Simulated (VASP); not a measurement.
# CsBa3 (Fm-3m) in VASP: reference runs

Aim: a first look at CsBa3 with PBE, on the cell as given and on a disturbed one.

Everything below comes from runs of VASP 6.6.1. Logs are shortened: lines on timing, memory, paths and dates and some standing lists are left out, and cuts for length are marked.

## 1. The structure

Symmetry: Fm-3m, No. 225, cubic system. Conventional cell: a = 10.443 Å, b = 10.443 Å, c = 10.443 Å, α = 90.00°, β = 90.00°, γ = 90.00°.

The cell comes from a database or a generator and needn't be the stable form of this composition.

## 2. Single point, PBE

File INCAR:

```
SYSTEM = CsBa3
  PREC = Accurate
  ENCUT = 520
  EDIFF = 1E-7
  ISMEAR = -1
  SIGMA = 0.05
  LREAL = .False.
  LASPH = .True.
  NELM = 60
  ALGO = Normal
  ISIF = 2
  LWAVE = .False.
  LCHARG = .True.
  GGA = PE
  LELF = .True.
  LVHAR = .True.
  NBANDS = 28
```

File KPOINTS:

```
regular mesh
0
Gamma
  5 5 5
  0 0 0
```

File POSCAR:

```
CsBa3
1.0
    0.0000000000      5.2212840000      5.2212840000
    5.2212840000      0.0000000000      5.2212840000
    5.2212840000      5.2212840000      0.0000000000
Ba Cs
3 1
Direct
    0.5000000000      0.5000000000      0.5000000000
    0.7500000000      0.7500000000      0.7500000000
    0.2500000000      0.2500000000      0.2500000000
    0.0000000000      0.0000000000      0.0000000000
```

Potentials or basis: VASP PAW PBE potentials, release 64 (Ba_sv, Cs_sv).

Started as:

```bash
$ cat potpaw_PBE.64/Ba_sv/POTCAR potpaw_PBE.64/Cs_sv/POTCAR > POTCAR
$ mpirun -np 1 vasp_std > vasp.out
```

OUTCAR:

```text
SYSTEM = CsBa3
   PREC = Accurate
   ENCUT = 520
   EDIFF = 1E-7
   ISMEAR = -1
   LREAL = .False.
   LASPH = .True.
   NELM = 60
   ISIF = 2
   GGA = PE

 ion  position               nearest neighbor table
   1  0.500  0.500  0.500-   3 4.52   3 4.52   3 4.52   2 4.52   2 4.52   2 4.52   3 4.52   2 4.52

   2  0.750  0.750  0.750-   1 4.52   1 4.52   1 4.52   1 4.52
   3  0.250  0.250  0.250-   1 4.52   1 4.52   1 4.52   1 4.52
   4  0.000  0.000  0.000-

  LATTYP: Found a face centered cubic cell.
 ALAT       =    10.4425680000

  Lattice vectors:

 A1 = (   0.0000000000,   5.2212840000,   5.2212840000)
 A2 = (   5.2212840000,   0.0000000000,   5.2212840000)
 A3 = (   5.2212840000,   5.2212840000,   0.0000000000)

Analysis of symmetry for initial positions (statically):
=====================================================================
 Subroutine PRICEL returns:
 Original cell was already a primitive cell.

 Routine SETGRP: Setting up the symmetry group for a
 face centered cubic supercell.

 Subroutine GETGRP returns: Found 48 space group operations
 (whereof 48 operations were pure point group operations)
 out of a pool of 48 trial point group operations.

The static configuration has the point symmetry O_h .

Analysis of symmetry for dynamics (positions and initial velocities):
=====================================================================
 Subroutine PRICEL returns:
 Original cell was already a primitive cell.

 Routine SETGRP: Setting up the symmetry group for a
 face centered cubic supercell.

 Subroutine GETGRP returns: Found 48 space group operations
 (whereof 48 operations were pure point group operations)
 out of a pool of 48 trial point group operations.

The dynamic configuration has the point symmetry O_h .

 Subroutine INISYM returns: Found 48 space group operations
 (whereof 48 operations are pure point group operations),
 and found     1 'primitive' translations

----------------------------------------------------------------------------------------

                                     Primitive cell

  volume of cell :     284.6833

  direct lattice vectors                    reciprocal lattice vectors
     0.000000000  5.221284000  5.221284000    -0.095761885  0.095761885  0.095761885
     5.221284000  0.000000000  5.221284000     0.095761885 -0.095761885  0.095761885
     5.221284000  5.221284000  0.000000000     0.095761885  0.095761885 -0.095761885

  length of vectors
     7.384010646  7.384010646  7.384010646     0.165864451  0.165864451  0.165864451

  position of ions in fractional coordinates (direct lattice)
     0.500000000  0.500000000  0.500000000
     0.750000000  0.750000000  0.750000000
     0.250000000  0.250000000  0.250000000
     0.000000000  0.000000000  0.000000000

  ion indices of the primitive-cell ions
   primitive index   ion index
                 1           1
                 2           2
                 3           3
                 4           4

----------------------------------------------------------------------------------------

 KPOINTS: regular mesh

Automatic generation of k-mesh.
 Grid dimensions read from file:
 generate k-points for:    5    5    5

 Generating k-lattice:

  Cartesian coordinates                     Fractional coordinates (reciprocal lattice)
    -0.019152377  0.019152377  0.019152377     0.200000000  0.000000000  0.000000000
     0.019152377 -0.019152377  0.019152377     0.000000000  0.200000000  0.000000000
     0.019152377  0.019152377 -0.019152377     0.000000000  0.000000000  0.200000000

  Length of vectors
     0.033172890  0.033172890  0.033172890

  Shift w.r.t. Gamma in fractional coordinates (k-lattice)
     0.000000000  0.000000000  0.000000000

 Subroutine IBZKPT returns following result:
 ===========================================

 Found     10 irreducible k-points:

 Following reciprocal coordinates:
            Coordinates               Weight
  0.000000  0.000000  0.000000      1.000000
  0.200000  0.000000  0.000000      8.000000
  0.400000  0.000000  0.000000      8.000000
  0.200000  0.200000  0.000000      6.000000
  0.400000  0.200000  0.000000     24.000000
 -0.400000  0.200000  0.000000     24.000000
 -0.200000  0.200000  0.000000     12.000000
  0.400000  0.400000  0.000000      6.000000
 -0.400000  0.400000  0.000000     12.000000
 -0.400000  0.400000  0.200000     24.000000
   k-points           NKPTS =     10   k-points in BZ     NKDIM =     10   number of bands    NBANDS=     28
   number of dos      NEDOS =    301   number of ions     NIONS =      4
   total plane-waves  NPLWV = 175616
   dimension x,y,z NGX =    56 NGY =   56 NGZ =   56
   dimension x,y,z NGXF=   112 NGYF=  112 NGZF=  112
   ions per type =               3   1
   NGX,Y,Z   is equivalent  to a cutoff of  12.61, 12.61, 12.61 a.u.
   NGXF,Y,Z  is equivalent  to a cutoff of  25.22, 25.22, 25.22 a.u.
 SYSTEM =  CsBa3
   PREC   = accura    normal or accurate (medium, high low for compatibility)
   ISTART =      0    job   : 0-new  1-cont  2-samecut
   ICHARG =      2    charge: 1-file 2-atom 10-const
   ISPIN  =      1    spin polarized calculation?
   LNONCOLLINEAR =      F non collinear calculations
   LSORBIT =      F    spin-orbit coupling
   LASPH  =      T    aspherical Exc in radial PAW
   ENCUT  =  520.0 eV  38.22 Ry    6.18 a.u.  13.73 13.73 13.73*2*pi/ulx,y,z
   NELM   =     60;   NELMIN=  2; NELMDL= -5     # of ELM steps
   EDIFF  = 0.1E-06   stopping-criterion for ELM
   LREAL  =      F    real-space projection
   EDIFFG = 0.1E-05   stopping-criterion for IOM
   NSW    =      0    number of steps for IOM
   IBRION =     -1    ionic relax: 0-MD 1-quasi-New 2-CG
   NFREE  =      0    steps in history (QN), initial steepest desc. (CG)
   ISIF   =      2    stress and relaxation
   ISYM   =      2    0-nonsym 1-usesym 2-fastsym
   POTIM  = 0.5000    time-step for ionic-motion
   TEBEG  =    0.0;   TEEND  =   0.0 temperature during run
   PSTRESS=    0.0 pullay stress
   NELECT =      39.0000    total number of electrons
   NUPDOWN=      -1.0000    fix difference up-down
   EMIN   =  10.00;   EMAX   =-10.00  energy-range for DOS
   EFERMI =   0.00;   METHOD = LEGACY
   ISMEAR =    -1;   SIGMA  =   0.05  broadening in eV -4-tet -1-fermi 0-gaus
   EFERMI_NEDOS =   21; number of points for ismear=-14 and -15
   IALGO  =     38    algorithm
   IMIX   =      4    mixing-type and parameters
     AMIX     =   0.40;   BMIX     =  1.00
     AMIX_MAG =   1.60;   BMIX_MAG =  1.00
  volume/ion in A,a.u.               =      71.17       480.28
  Fermi-wavevector in a.u.,A,eV,Ry     =   0.843935  1.594806  9.690429  0.712226
  Thomas-Fermi vector in A             =   1.958883
   LORBIT       =      0    0 simple, 1 ext, 2 COOP (PROOUT), +10 PAW based schemes
   GGA     = PE    functional components
   LHFCALC =     F    Hartree Fock is set to
   AEXX    =    0.0000 exact exchange contribution
   IVDW    =     0    specifies the selected vdW correction
   LEPSILON=     F    determine dielectric tensor
   LRPA    =     F    only Hartree local field effects (RPA)
 non-spin polarized calculation
  energy-cutoff  :      520.00
  volume of cell :      284.68
 maximum number of plane-waves:      7727
   NGX = 27   NGY = 27   NGZ = 27

 number of electron      39.0000000 magnetization

 Free energy of the ion-electron system (eV)
  ---------------------------------------------------
  ext. energy  EPLUGINS =         0.00000000
  ---------------------------------------------------
  free energy    TOTEN  =        -5.97514429 eV

  energy without entropy =       -5.91292734  energy(sigma->0) =       -5.94403581

 E-fermi :   1.3506     XC(G=0):  -6.9762

 val. band max:        1.3470463630   @ k =   0.2000   0.2000   0.0000
 cond. band min:       1.3569329467   @ k =   0.4000   0.2000   0.0000
 fundamental gap:      0.0098865837
 Fermi energy:         1.3505675852

 k-point     1 :       0.0000    0.0000    0.0000
  band No.  band energies     occupation
      1     -27.9294      2.00000
      2     -27.9233      2.00000
      3     -27.7757      2.00000
      4     -21.4920      2.00000
      5     -13.1002      2.00000
      6     -13.1002      2.00000
[... 20 lines left out ...]
     27       3.3414      0.00000
     28       3.3414      0.00000

 k-point     2 :       0.2000    0.0000    0.0000
  band No.  band energies     occupation
      1     -27.9285      2.00000
      2     -27.9237      2.00000
      3     -27.7762      2.00000
      4     -21.4921      2.00000
      5     -13.1206      2.00000
      6     -13.1137      2.00000
[... 20 lines left out ...]
     27       3.1367      0.00000
     28       3.4651      0.00000

 k-point     3 :       0.4000    0.0000    0.0000
  band No.  band energies     occupation
      1     -27.9267      2.00000
      2     -27.9249      2.00000
      3     -27.7768      2.00000
      4     -21.4922      2.00000
      5     -13.1242      2.00000
      6     -13.1242      2.00000
[... 20 lines left out ...]
     27       2.6531      0.00000
     28       2.6531      0.00000

 k-point     4 :       0.2000    0.2000    0.0000
  band No.  band energies     occupation
      1     -27.9283      2.00000
      2     -27.9238      2.00000
      3     -27.7763      2.00000
      4     -21.4921      2.00000
      5     -13.1313      2.00000
      6     -13.1313      2.00000
[... 144 lines left out ...]
     27       3.1283      0.00000
     28       3.1283      0.00000

 k-point     9 :      -0.4000    0.4000    0.0000
  band No.  band energies     occupation
      1     -27.9260      2.00000
      2     -27.9251      2.00000
      3     -27.7773      2.00000
      4     -21.4922      2.00000
      5     -13.1542      2.00000
      6     -13.1510      2.00000
[... 20 lines left out ...]
     27       2.8880      0.00000
     28       3.1278      0.00000

 k-point    10 :      -0.4000    0.4000    0.2000
  band No.  band energies     occupation
      1     -27.9260      2.00000
      2     -27.9251      2.00000
      3     -27.7773      2.00000
      4     -21.4922      2.00000
      5     -13.1548      2.00000
      6     -13.1282      2.00000
[... 20 lines left out ...]
     27       2.6936      0.00000
     28       3.0498      0.00000

------------------------ aborting loop because EDIFF is reached ----------------------------------------

  FORCE on cell =-STRESS in cart. coord.  units (eV):
  Direction    XX          YY          ZZ          XY          YZ          ZX
  --------------------------------------------------------------------------------------
  -------------------------------------------------------------------------------------
  Total        0.0955254      0.0955254      0.0955254      0.0000000     -0.0000000      0.0000000
  in kB        0.5376104      0.5376104      0.5376104      0.0000000     -0.0000000      0.0000000
  external PRESSURE =       0.5376104 kB  Pullay stress =       0.0000000 kB

 VOLUME and BASIS-vectors are now :
 -----------------------------------------------------------------------------
  energy-cutoff  :      520.00
  volume of cell :      284.68
      direct lattice vectors                 reciprocal lattice vectors
     0.000000000  5.221284000  5.221284000    -0.095761885  0.095761885  0.095761885
     5.221284000  0.000000000  5.221284000     0.095761885 -0.095761885  0.095761885
     5.221284000  5.221284000  0.000000000     0.095761885  0.095761885 -0.095761885

 POSITION                                       TOTAL-FORCE (eV/Angst)
 -----------------------------------------------------------------------------------
      5.22128      5.22128      5.22128         0.000000     -0.000000      0.000000
      7.83193      7.83193      7.83193        -0.000000     -0.000000     -0.000000
      2.61064      2.61064      2.61064         0.000000      0.000000      0.000000
      0.00000      0.00000      0.00000         0.000000     -0.000000      0.000000
 -----------------------------------------------------------------------------------
    total drift:                               -0.000000      0.000000      0.000000

  FREE ENERGIE OF THE ION-ELECTRON SYSTEM (eV)
  ---------------------------------------------------
  free  energy   TOTEN  =        -5.9751442894 eV

  energy  without entropy=       -5.9129273391  energy(sigma->0) =       -5.94403581
```

Wall time 96 s (1 thread of Intel Xeon Platinum 8375C at 2.90GHz (Ice Lake), shared host); peak memory 0.43 GiB.

Results:

* Free energy: -5.9751 eV
* Pressure: 0.1 GPa
* Band gap on the k mesh: none (metal or under the smearing width)

The run has no spin-orbit coupling, so splittings on Ba, Cs are missing.

## 3. Single point, PBE (atoms moved at random, drawn with an rms of 0.05 Å)

File INCAR:

```
PREC     = Accurate       # precision mode
ENCUT    = 520            # plane-wave cutoff, eV
EDIFF    = 1E-7           # SCF threshold, eV
ISMEAR   = -1             # smearing method
SIGMA    = 0.05           # smearing width, eV
LREAL    = F              # projectors in reciprocal space
LASPH    = T              # aspherical terms in the spheres
NELM     = 100            # most SCF steps
ALGO     = Normal         # electronic algorithm
ISIF     = 2              # what is computed and relaxed
LWAVE    = F              # write WAVECAR
LCHARG   = F              # write CHGCAR
GGA      = PE             # functional
NBANDS   = 28             # bands
```

File KPOINTS:

```
Automatic mesh
0
Gamma
  5 5 5
```

File POSCAR:

```
CsBa3
1.0
    0.0000000000      5.2212840000      5.2212840000
    5.2212840000      0.0000000000      5.2212840000
    5.2212840000      5.2212840000      0.0000000000
Ba Cs
3 1
Direct
    0.5012270000      0.4971690000      0.4967690000
    0.7590530000      0.7460360000      0.7562990000
    0.2519520000      0.2509940000      0.2457810000
    0.0084740000      0.0003550000     -0.0073040000
```

Potentials or basis: VASP PAW PBE potentials, release 64 (Ba_sv, Cs_sv).

Started as:

```bash
$ cat potpaw_PBE.64/Ba_sv/POTCAR potpaw_PBE.64/Cs_sv/POTCAR > POTCAR
$ mpirun -np 1 vasp_std > vasp.out
```

OUTCAR:

```text
PREC = Accurate
   ENCUT = 520
   EDIFF = 1E-7
   ISMEAR = -1
   LREAL = F
   LASPH = T
   NELM = 100
   ISIF = 2
   GGA = PE

 ion  position               nearest neighbor table
   1  0.501  0.497  0.497-   2 4.47   2 4.48   3 4.50   3 4.52   3 4.53   2 4.53   3 4.54   2 4.62

   2  0.759  0.746  0.756-   1 4.47   1 4.48   1 4.53   1 4.62
   3  0.252  0.251  0.246-   1 4.50   1 4.52   1 4.53   1 4.54
   4  0.008  0.000  0.993-

  LATTYP: Found a face centered cubic cell.
[... 942 lines left out ...]
  Direction    XX          YY          ZZ          XY          YZ          ZX
  --------------------------------------------------------------------------------------
  -------------------------------------------------------------------------------------
  Total        0.1020012      0.1030829      0.1067833      0.0037847     -0.0027603     -0.0159730
  in kB        0.5740554      0.5801435      0.6009686      0.0212998     -0.0155349     -0.0898950
  external PRESSURE =       0.5850559 kB  Pullay stress =       0.0000000 kB

 VOLUME and BASIS-vectors are now :
 -----------------------------------------------------------------------------
  energy-cutoff  :      520.00
  volume of cell :      284.68
      direct lattice vectors                 reciprocal lattice vectors
     0.000000000  5.221284000  5.221284000    -0.095761885  0.095761885  0.095761885
     5.221284000  0.000000000  5.221284000     0.095761885 -0.095761885  0.095761885
     5.221284000  5.221284000  0.000000000     0.095761885  0.095761885 -0.095761885

 POSITION                                       TOTAL-FORCE (eV/Angst)
 -----------------------------------------------------------------------------------
      5.18963      5.21082      5.21291         0.030556      0.051980      0.036973
      7.84412      7.91208      7.85850        -0.044067     -0.083016     -0.009258
      2.59380      2.59881      2.62602        -0.018091      0.006606      0.000488
      5.18500      5.22739      0.04610         0.031603      0.024431     -0.028203
 -----------------------------------------------------------------------------------
    total drift:                                0.000284      0.000004     -0.000159

  FREE ENERGIE OF THE ION-ELECTRON SYSTEM (eV)
  ---------------------------------------------------
  free  energy   TOTEN  =        -5.9694117946 eV

  energy  without entropy=       -5.9071909490  energy(sigma->0) =       -5.93830137
```

stdout:

```text
POSCAR found type information on POSCAR BaCs
 POSCAR found :  2 types and       4 ions
 scaLAPACK will be used
 LDA part: xc-table for (Slater+PW92), standard interpolation
 POSCAR, INCAR and KPOINTS ok, starting setup
 FFT: planning ... GRIDC
 FFT: planning ... GRID_SOFT
 FFT: planning ... GRID
 WAVECAR not read
 entering main loop
```

Run time: 8.5 min. Hardware: 1 thread of Intel Xeon Platinum 8375C at 2.90GHz (Ice Lake), shared host; peak memory 0.71 GiB.

What came out:

```yaml
Free_energy: -5.9694 eV
Pressure: 0.1 GPa
Largest_force: 0.094 eV/Å
Band_gap_on_the_k_mesh: none (metal or under the smearing width)
```

Forces on the atoms (eV/Å):
```
Ba   0.031  0.052  0.037
Ba  -0.044 -0.083 -0.009
Ba  -0.018  0.007  0.000
Cs   0.032  0.024 -0.028
```

Spin-orbit coupling is left out, which matters for the levels of Ba, Cs.
